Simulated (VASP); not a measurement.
InP:

```
CELL_PARAMETERS angstrom
0.00000 2.93050 2.93050
2.93050 0.00000 2.93050
2.93050 2.93050 0.00000
ATOMIC_POSITIONS crystal
In 0.00000 0.00000 0.00000
P 0.25000 0.25000 0.25000
```

- Program: VASP 6.6.1
- Task: relaxation of cell and atoms
- Functional: PBE
- Potentials or basis: VASP PAW PBE potentials, release 64 (In_d, P)
- Cutoff: 520 eV
- k mesh: 10 × 10 × 10
- Occupations: gaussian, width 0.02 eV
- Spin: no spin polarisation

At the start: pressure 3.3 GPa; volume 25.17 Å³/atom.

Task: Where does the relaxation end?

Result: Over 3 steps the energy falls by 12.4 meV/atom and the volume is 26.43 Å³/atom (+5.0 %); space group F-43m (No. 216, to 0.05 Å).

The path:
| step | energy change (eV) | largest force (eV/Å) | pressure (GPa) | volume (Å³) |
| --- | --- | --- | --- | --- |
| 1 | 0.0000 | 0.0000 | 3.29 | 50.33 |
| 2 | -0.0190 | 0.0000 | -1.38 | 54.19 |
| 3 | -0.0248 | 0.0000 | 0.01 | 52.87 |

Final structure:
```
In P
1.0
     0.00000    2.97890    2.97890
     2.97890    0.00000    2.97890
     2.97890    2.97890    0.00000
In P
1 1
Direct
  0.00000 0.00000 0.00000
  0.25000 0.25000 0.25000
```
